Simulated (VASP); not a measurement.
# Lattice of Tc, functional by functional

How much does the relaxed cell of Tc depend on the functional? The starting structure is a measured crystal structure from the Crystallography Open Database.

Main program and level: VASP 6.6.1; Kohn-Sham DFT with plane waves and PAW; PBEsol, r2SCAN, PBE and LDA.

### Step 1. The starting structure

Symmetry: P6_3/mmc, No. 194, hexagonal system. Conventional cell: a = 2.740 Å, b = 2.740 Å, c = 4.398 Å, α = 90.00°, β = 90.00°, γ = 120.00°. Nearest to Tc lie 12 Tc at 2.71 to 2.74 Å.

### Step 2. Relaxation with PBEsol

PBEsol restores the gradient expansion of exchange and is tuned for the cells of solids. This run starts from the cell of an earlier relaxation, which isn't shown; the restart sets up the plane waves anew.

INCAR reads:

```
SYSTEM = Tc
PREC = Accurate
ENCUT = 520
EDIFF = 1E-07
NELM = 100
ISMEAR = 1
SIGMA = 0.15
LREAL = .FALSE.
ALGO = Normal
GGA = PS
NBANDS = 19
LASPH = .TRUE.
LORBIT = 11
LWAVE = .FALSE.
LCHARG = .FALSE.
KPAR = 4
IBRION = 2
NSW = 50
ISIF = 3
EDIFFG = -0.005
```

POSCAR reads:

```
Tc
1.0
    2.7219619442      0.0000000000      0.0000000000
   -1.3609809721      2.3572881918      0.0000000000
    0.0000000000      0.0000000000      4.3571771561
Tc
2
Direct
    0.6666666667      0.3333333333      0.7500000000
    0.3333333333      0.6666666667      0.2500000000
```

KPOINTS reads:

```
Automatic mesh
0
Gamma
20 20 12
0 0 0
```

The projector-augmented-wave data sets are Tc_pv (PBE family, release 64).

Run with:

```
> mpirun -np 4 vasp_std
```

The log of the run:

```text
[banner, memory and clock lines left out]
running    4 mpi-ranks, on    1 nodes
 distrk:  each k-point on    1 cores,    4 groups
 distr:  one band on    1 cores,    1 groups

 POSCAR found type information on POSCAR Tc
 POSCAR found :  1 types and       2 ions
|                                                                             |
|               ----> ADVICE to this user running VASP <----                  |
|                                                                             |
|     You enforced a specific xc type in the INCAR file but a different       |
|     [... a line on the potential file left out ...]
|     I HOPE YOU KNOW WHAT YOU ARE DOING!                                     |
|                                                                             |

 LDA part: xc-table for (Slater+PW92), standard interpolation
 POSCAR, INCAR and KPOINTS ok, starting setup
 FFT: planning ... GRIDC
 FFT: planning ... GRID_SOFT
 FFT: planning ... GRID
 WAVECAR not read
 entering main loop
       N       E                     dE             d eps       ncg     rms          rms(c)
DAV:   1     0.310419245551E+03    0.31042E+03   -0.16563E+04 11784   0.144E+03
DAV:   2    -0.164805329172E+02   -0.32690E+03   -0.32087E+03 12479   0.426E+02
DAV:   3    -0.241438107383E+02   -0.76633E+01   -0.76065E+01 12999   0.769E+01
DAV:   4    -0.241909501156E+02   -0.47139E-01   -0.47129E-01 12811   0.662E+00
DAV:   5    -0.241913895915E+02   -0.43948E-03   -0.43947E-03 12917   0.623E-01    0.262E+01
DAV:   6    -0.227272911447E+02    0.14641E+01   -0.29674E+00 12667   0.166E+01    0.816E+00
DAV:   7    -0.225453814141E+02    0.18191E+00   -0.52111E-01 13009   0.645E+00    0.939E-01
DAV:   8    -0.225329828929E+02    0.12399E-01   -0.94756E-03 12265   0.101E+00    0.154E-01
DAV:   9    -0.225330240671E+02   -0.41174E-04   -0.22099E-04 13231   0.138E-01    0.265E-02
DAV:  10    -0.225330297378E+02   -0.56707E-05   -0.12000E-05 12652   0.287E-02    0.947E-03
DAV:  11    -0.225330297856E+02   -0.47756E-07   -0.58483E-07 12960   0.715E-03
   1 F= -.22533030E+02 E0= -.22533609E+02  d E =-.225330E+02
 curvature:   0.00 expect dE= 0.000E+00 dE for cont linesearch  0.000E+00
 trial: gam= 0.00000 g(F)=  0.837E-47 g(S)=  0.245E-05 ort = 0.000E+00 (trialstep = 0.100E+01)
 search vector abs. value=  0.245E-05
 reached required accuracy - stopping structural energy minimisation
```

It took 26 s on 4 MPI ranks of Intel Xeon Platinum 8175M at 2.50GHz (Skylake/Cascade Lake), shared host; peak memory 0.93 GiB; 1.7 min of CPU time.

The logs omit lines about the potential files and the build; timing stands in the text.

Parts of OUTCAR (step 2):

```text
ion  position               nearest neighbor table
   1  0.667  0.333  0.750-   2 2.69   2 2.69   2 2.69   2 2.69   2 2.69   2 2.69
   2  0.333  0.667  0.250-   1 2.69   1 2.69   1 2.69   1 2.69   1 2.69   1 2.69

  LATTYP: Found a hexagonal cell.
 ALAT       =     2.7219619442
 C/A-ratio  =     1.6007487413

 Subroutine GETGRP returns: Found 24 space group operations
 (whereof 12 operations were pure point group operations)

The static configuration has the point symmetry D_3d.
 The point group associated with its full space group is D_6h.

 Found    308 irreducible k-points:

   k-points           NKPTS =    308   k-points in BZ     NKDIM =    308   number of bands    NBANDS=     19

   dimension x,y,z NGX =    20 NGY =   20 NGZ =   32
   dimension x,y,z NGXF=    40 NGYF=   40 NGZF=   64

   ENCUT  =  520.0 eV  38.22 Ry    6.18 a.u.   5.06  5.06  8.10*2*pi/ulx,y,z

   NELECT =      26.0000    total number of electrons

 k-points in reciprocal lattice and weights: Automatic mesh
   0.00000000  0.00000000  0.00000000       0.000
   0.05000000  0.00000000  0.00000000       0.001
   0.10000000  0.00000000  0.00000000       0.001
   0.15000000  0.00000000  0.00000000       0.001
   0.20000000  0.00000000  0.00000000       0.001
   0.25000000  0.00000000  0.00000000       0.001
   0.30000000  0.00000000  0.00000000       0.001
   0.35000000  0.00000000  0.00000000       0.001
   0.40000000  0.00000000  0.00000000       0.001
[...]
0.30000000  0.30000000  0.50000000       0.001
   0.35000000  0.30000000  0.50000000       0.001

 average (electrostatic) potential at core
       1 -66.5188       2 -66.5188

 E-fermi :  12.8847

 k-point     1 :       0.0000    0.0000    0.0000
  band No.  band energies     occupation
    ...
     11      11.3906      2.00000
     12      12.0494      2.00000
     13      12.0494      2.00000
     14      12.7617      1.98991
     15      12.7617      1.98991
     16      14.6427     -0.00000
     17      15.5382     -0.00000
     18      15.5382     -0.00000
     19      24.2875      0.00000

 k-point     2 :       0.0500    0.0000    0.0000
  band No.  band energies     occupation
    ...
     11      11.6226      2.00000
     12      11.9951      2.00000
     13      12.1273      2.00000
     14      12.6476      2.04792
     15      12.6931      2.07013
     16      13.9610     -0.00000
     17      15.5830     -0.00000
     18      16.3524      0.00000
     19      24.2771      0.00000

 k-point     3 :       0.1000    0.0000    0.0000
  band No.  band energies     occupation
    ...
     11      11.7956      2.00000
     12      11.9615      2.00000
     13      12.2063      2.00000
     14      12.3578      2.00001
     15      12.5079      2.00219
     16      13.2609     -0.00223
     17      15.6988     -0.00000
     18      17.5551      0.00000
     19      24.2343      0.00000

  Total       -0.0047212     -0.0047212     -0.0075590     -0.0000000      0.0000000      0.0000000
  in kB       -0.2705617     -0.2705617     -0.4331859     -0.0000000      0.0000000      0.0000000
  external PRESSURE =      -0.3247697 kB  Pullay stress =       0.0000000 kB

  energy-cutoff  :      520.00
  volume of cell :       27.96
      direct lattice vectors                 reciprocal lattice vectors
     2.721961944  0.000000000  0.000000000     0.367382065  0.212108134  0.000000000
    -1.360980972  2.357288192  0.000000000     0.000000000  0.424216268  0.000000000
     0.000000000  0.000000000  4.357177156     0.000000000  0.000000000  0.229506390

 POSITION                                       TOTAL-FORCE (eV/Angst)
 -----------------------------------------------------------------------------------
      1.36098      0.78576      3.26788         0.000000     -0.000000      0.000000
     -0.00000      1.57153      1.08929        -0.000000      0.000000      0.000000
 -----------------------------------------------------------------------------------
    total drift:                               -0.000000      0.000000     -0.000000

  FREE ENERGIE OF THE ION-ELECTRON SYSTEM (eV)
  ---------------------------------------------------
  free  energy   TOTEN  =       -22.5330297856 eV

  energy  without entropy=      -22.5347663561  energy(sigma->0) =      -22.53360864

 reached required accuracy - stopping structural energy minimisation

 total charge
# of ion       s       p       d       tot
------------------------------------------
    1        0.490   6.517   5.158  12.165
    2        0.490   6.517   5.158  12.165
--------------------------------------------------
tot          0.980  13.033  10.317  24.330

[... 3 further parts left out ...]
```

CONTCAR:

```
Tc
   1.00000000000000
     2.7219619441999998    0.0000000000000000    0.0000000000000000
    -1.3609809720999999    2.3572881917999999    0.0000000000000000
     0.0000000000000000    0.0000000000000000    4.3571771560999997
  Tc
     2
Direct
     0.6666666667000030    0.3333333332999970    0.7500000000000000
     0.3333333332999970    0.6666666667000030    0.2500000000000000
```

The PAW data sets were made with PBE, which is usual practice but a small mismatch for other functionals. The run keeps the 24 symmetry operations of its start, so it cannot find a distortion of lower symmetry.

With PBEsol the relaxed cell holds 13.979 Å³ an atom, -2.23 % against the measured cell, with a = 2.722 Å and c = 4.357 Å.

### Step 3. Relaxation with r2SCAN

r2SCAN adds the kinetic-energy density, costs more than a GGA and is run with LASPH. This run starts from the cell of an earlier relaxation, which isn't shown; the restart sets up the plane waves anew.

Changes to INCAR since step 2:

```diff
@@ -9,5 +9,5 @@
 ALGO = Normal
-GGA = PS
+METAGGA = R2SCAN
+LASPH = .TRUE.
 NBANDS = 19
-LASPH = .TRUE.
 LORBIT = 11
```

POSCAR reads:

```
Tc
1.0
    2.7369216349      0.0000000000      0.0000000000
   -1.3684608175      2.3702436640      0.0000000000
    0.0000000000      0.0000000000      4.3870859741
Tc
2
Direct
    0.6666666667      0.3333333333      0.7500000000
    0.3333333333      0.6666666667      0.2500000000
```

KPOINTS is that of step 2.

Run with:

```
> mpirun -np 4 vasp_std
```

The log of the run:

```text
[banner, memory and clock lines left out]
running    4 mpi-ranks, on    1 nodes
[...]
[... a notice as in an earlier step ...]

 LDA part: xc-table for (None), standard interpolation
 POSCAR, INCAR and KPOINTS ok, starting setup
[...]
entering main loop
       N       E                     dE             d eps       ncg     rms          rms(c)
DAV:   1     0.285220038155E+03    0.28522E+03   -0.16934E+04 11744   0.148E+03
DAV:   2    -0.564268101208E+02   -0.34165E+03   -0.33536E+03 12467   0.437E+02
DAV:   3    -0.644732248344E+02   -0.80464E+01   -0.79758E+01 12887   0.802E+01
DAV:   4    -0.645254856635E+02   -0.52261E-01   -0.52252E-01 12817   0.710E+00
[...]
DAV:  13    -0.519355515910E+02   -0.11574E-05   -0.89748E-08  8667   0.273E-03    0.301E-04
DAV:  14    -0.519355519673E+02   -0.37634E-06   -0.82176E-09  6509   0.768E-04    0.118E-04
DAV:  15    -0.519355520618E+02   -0.94468E-07   -0.20094E-09  6323   0.352E-04
   1 F= -.51935552E+02 E0= -.51936215E+02  d E =-.519356E+02
[...]
reached required accuracy - stopping structural energy minimisation
```

It took 2.7 min on 4 MPI ranks; peak memory 0.95 GiB; 11 min of CPU time.

Parts of OUTCAR (step 3):

```text
  Total       -0.0008293     -0.0008293     -0.0022346      0.0000000      0.0000000     -0.0000000
  in kB       -0.0466876     -0.0466876     -0.1257970      0.0000000      0.0000000     -0.0000000
  external PRESSURE =      -0.0730574 kB  Pullay stress =       0.0000000 kB

 POSITION                                       TOTAL-FORCE (eV/Angst)
 -----------------------------------------------------------------------------------
      1.36846      0.79008      3.29031         0.000000      0.000000      0.000000
     -0.00000      1.58016      1.09677        -0.000000      0.000000      0.000000
 -----------------------------------------------------------------------------------
    total drift:                               -0.000000      0.000000     -0.000000

  FREE ENERGIE OF THE ION-ELECTRON SYSTEM (eV)
  ---------------------------------------------------
  free  energy   TOTEN  =       -51.9355520618 eV

  energy  without entropy=      -51.9375400066  energy(sigma->0) =      -51.93621471

[... 2 parts as in an earlier step ...]

[... 2 further parts left out ...]
[key lines of the parts left out:]
E-fermi :  12.6381
```

With r2SCAN the relaxed cell holds 14.230 Å³ an atom, -0.47 % against the measured cell, with a = 2.737 Å and c = 4.387 Å. That is +1.80 % from PBEsol.

### Step 4. Relaxation with PBE

PBE, the usual starting point, adds the gradient of the density. This run starts from the cell of an earlier relaxation, which isn't shown; the restart sets up the plane waves anew.

Changes to INCAR since step 3:

```diff
@@ -9,5 +9,5 @@
 ALGO = Normal
-METAGGA = R2SCAN
+GGA = PE
+NBANDS = 19
 LASPH = .TRUE.
-NBANDS = 19
 LORBIT = 11
```

POSCAR reads:

```
Tc
1.0
    2.7493909019      0.0000000000      0.0000000000
   -1.3746954509      2.3810423660      0.0000000000
    0.0000000000      0.0000000000      4.4013912265
Tc
2
Direct
    0.6666666667      0.3333333333      0.7500000000
    0.3333333333      0.6666666667      0.2500000000
```

KPOINTS is that of step 3.

Run with:

```
> mpirun -np 4 vasp_std
```

The log of the run:

```text
[banner, memory and clock lines left out]
running    4 mpi-ranks, on    1 nodes
[...]
LDA part: xc-table for (Slater+PW92), standard interpolation
 POSCAR, INCAR and KPOINTS ok, starting setup
[...]
entering main loop
       N       E                     dE             d eps       ncg     rms          rms(c)
DAV:   1     0.313686918917E+03    0.31369E+03   -0.16568E+04 11744   0.144E+03
DAV:   2    -0.143237748747E+02   -0.32801E+03   -0.32182E+03 12530   0.423E+02
DAV:   3    -0.221132701749E+02   -0.77895E+01   -0.77141E+01 12906   0.770E+01
DAV:   4    -0.221638722646E+02   -0.50602E-01   -0.50568E-01 12802   0.680E+00
[...]
DAV:  11    -0.207013599411E+02    0.14256E-06   -0.76564E-07 13008   0.854E-03    0.178E-03
DAV:  12    -0.207013594557E+02    0.48541E-06   -0.61267E-08  7073   0.209E-03    0.190E-04
DAV:  13    -0.207013595006E+02   -0.44981E-07   -0.50619E-09  6632   0.598E-04
   1 F= -.20701360E+02 E0= -.20701963E+02  d E =-.207014E+02
[...]
DAV:   3    -0.207013521278E+02    0.68365E-05   -0.36424E-05 12751   0.572E-02    0.186E-02
DAV:   4    -0.207013525695E+02   -0.44163E-06   -0.20470E-06 12103   0.115E-02    0.993E-04
DAV:   5    -0.207013525273E+02    0.42191E-07   -0.15382E-07  8364   0.370E-03
   2 F= -.20701353E+02 E0= -.20701958E+02  d E =0.697337E-05
 trial-energy change:    0.000007  1 .order    0.000005   -0.000006    0.000017
 step:   0.2019(harm=  0.2701)  dis= 0.00000  next Energy=   -20.701360 (dE=-0.619E-06)
[...]
N       E                     dE             d eps       ncg     rms          rms(c)
DAV:   1    -0.207014598114E+02   -0.10724E-03   -0.26245E-03 12385   0.578E-01    0.107E-01
DAV:   2    -0.207013596125E+02    0.10020E-03   -0.24433E-04 12325   0.157E-01    0.151E-02
DAV:   3    -0.207013564850E+02    0.31275E-05   -0.23234E-05 12682   0.457E-02    0.150E-02
DAV:   4    -0.207013598427E+02   -0.33577E-05   -0.13001E-06 12040   0.918E-03    0.766E-04
DAV:   5    -0.207013599971E+02   -0.15434E-06   -0.10025E-07  7700   0.299E-03    0.620E-04
DAV:   6    -0.207013600534E+02   -0.56339E-07   -0.11705E-08  6035   0.935E-04
   3 F= -.20701360E+02 E0= -.20701964E+02  d E =-.552759E-06
[...]
reached required accuracy - stopping structural energy minimisation
```

Run time: 72 s. Hardware: 4 MPI ranks; peak memory 0.95 GiB; 4.7 min of CPU time.

OUTCAR, selected parts (step 4):

```text
  Total        0.0022963      0.0022963      0.0005351      0.0000000      0.0000000     -0.0000000
  in kB        0.1276708      0.1276708      0.0297482      0.0000000      0.0000000     -0.0000000
  external PRESSURE =       0.0950299 kB  Pullay stress =       0.0000000 kB

 POSITION                                       TOTAL-FORCE (eV/Angst)
 -----------------------------------------------------------------------------------
      1.37476      0.79372      3.30116         0.000000     -0.000000      0.000000
     -0.00000      1.58744      1.10039        -0.000000      0.000000      0.000000
 -----------------------------------------------------------------------------------
    total drift:                                0.000000     -0.000000      0.000000

  FREE ENERGIE OF THE ION-ELECTRON SYSTEM (eV)
  ---------------------------------------------------
  free  energy   TOTEN  =       -20.7013600534 eV

  energy  without entropy=      -20.7031726007  energy(sigma->0) =      -20.70196424

[... 2 parts as in an earlier step ...]

[... 2 further parts left out ...]
[key lines of the parts left out:]
E-fermi :  12.5040
```

With PBE the relaxed cell holds 14.409 Å³ an atom, +0.78 % against the measured cell, with a = 2.750 Å and c = 4.402 Å. That is +3.07 % from PBEsol.

### Step 5. Relaxation with LDA

LDA, the lowest rung, knows the local density alone. This run starts from the cell of an earlier relaxation, which isn't shown; the restart sets up the plane waves anew.

Changes to INCAR since step 4:

```diff
@@ -9,3 +9,3 @@
 ALGO = Normal
-GGA = PE
+GGA = CA
 NBANDS = 19
```

POSCAR reads:

```
Tc
1.0
    2.7101293843      0.0000000000      0.0000000000
   -1.3550646922      2.3470408944      0.0000000000
    0.0000000000      0.0000000000      4.3322986177
Tc
2
Direct
    0.6666666667      0.3333333333      0.7500000000
    0.3333333333      0.6666666667      0.2500000000
```

KPOINTS is that of step 4.

The projector-augmented-wave data sets are Tc_pv (LDA family, release 64).

Run with:

```
> mpirun -np 4 vasp_std
```

The log of the run:

```text
[banner, memory and clock lines left out]
running    4 mpi-ranks, on    1 nodes
[...]
LDA part: xc-table for (Slater(with rela. corr.)+CA(PZ))
 , standard interpolation
 POSCAR, INCAR and KPOINTS ok, starting setup
[...]
entering main loop
       N       E                     dE             d eps       ncg     rms          rms(c)
DAV:   1     0.310734758337E+03    0.31073E+03   -0.16562E+04 11760   0.145E+03
DAV:   2    -0.170354531276E+02   -0.32777E+03   -0.32151E+03 12486   0.428E+02
DAV:   3    -0.249606799280E+02   -0.79252E+01   -0.78656E+01 12917   0.782E+01
DAV:   4    -0.250112814734E+02   -0.50602E-01   -0.50592E-01 12820   0.687E+00
[...]
DAV:   9    -0.234700927042E+02   -0.63688E-04   -0.15470E-04 13084   0.109E-01    0.314E-02
DAV:  10    -0.234701059455E+02   -0.13241E-04   -0.13747E-05 12559   0.308E-02    0.677E-03
DAV:  11    -0.234701059600E+02   -0.14511E-07   -0.29899E-07 11647   0.491E-03
   1 F= -.23470106E+02 E0= -.23470609E+02  d E =-.234701E+02
[...]
reached required accuracy - stopping structural energy minimisation
```

The job ended after 30 s (4 MPI ranks; peak memory 0.89 GiB; 1.9 min of CPU time).

Parts of OUTCAR (step 5):

```text
  Total       -0.0013750     -0.0013750     -0.0033509      0.0000000     -0.0000000     -0.0000000
  in kB       -0.0799464     -0.0799464     -0.1948242      0.0000000     -0.0000000     -0.0000000
  external PRESSURE =      -0.1182390 kB  Pullay stress =       0.0000000 kB

 POSITION                                       TOTAL-FORCE (eV/Angst)
 -----------------------------------------------------------------------------------
      1.35506      0.78235      3.24922         0.000000     -0.000000      0.000000
     -0.00000      1.56469      1.08307        -0.000000      0.000000      0.000000
 -----------------------------------------------------------------------------------
    total drift:                                0.000000     -0.000000      0.000000

  FREE ENERGIE OF THE ION-ELECTRON SYSTEM (eV)
  ---------------------------------------------------
  free  energy   TOTEN  =       -23.4701059600 eV

  energy  without entropy=      -23.4716157611  energy(sigma->0) =      -23.47060923

[... 2 parts as in an earlier step ...]

[... 2 further parts left out ...]
[key lines of the parts left out:]
E-fermi :  13.1445
```

With LDA the relaxed cell holds 13.778 Å³ an atom, -3.63 % against the measured cell, with a = 2.710 Å and c = 4.332 Å. That is -1.43 % from PBEsol.

### Step 6. Comparison

| level | volume (Å³/atom) | against the measured cell (%) | a (Å) | c (Å) | pressure left (GPa) | core minutes |
| --- | --- | --- | --- | --- | --- | --- |
| PBEsol | 13.979 | -2.23 | 2.722 | 4.3572 | -0.03 | 14.8 |
| r2SCAN | 14.23 | -0.47 | 2.7369 | 4.3871 | -0.01 | 43.2 |
| PBE | 14.409 | 0.78 | 2.7495 | 4.4016 | 0.01 | 14.3 |
| LDA | 13.778 | -3.63 | 2.7101 | 4.3323 | -0.01 | 18.2 |

Core minutes are wall time times ranks, summed over the relaxations behind a row (those for a bulk modulus apart), on shared hosts.

### Step 7. Results

| Quantity | Value |
| --- | --- |
| volume, PBEsol | 13.98 Å³/atom |
| volume, r2SCAN | 14.23 Å³/atom |
| volume, PBE | 14.41 Å³/atom |
| volume, LDA | 13.78 Å³/atom |

Across 4 levels the volume of Tc spans 4.6 %, from 13.78 Å³ an atom (LDA) to 14.41 Å³ (PBE). Against the measured volume of the starting structure, r2SCAN comes nearest (-0.5 %) and LDA lies farthest (-3.6 %). The measured cell holds zero-point expansion and, unless it was taken cold, thermal expansion, which the runs lack, so small differences decide nothing. All runs keep the symmetry of the start, so they can't find a distortion of lower symmetry.

[Lines on the potential files, build, host, timing and source positions are cut from VASP's logs without a mark.]

[Logs are printed without paths, hosts, clocks, repeated set-up lines and the standing remarks that a program may print on its own settings, such as how far it seeks lower states.]

[Hosts, paths, dates, database ids (printed as entryN), source tags and the programs' standing remarks are cut or masked in the printed files.]
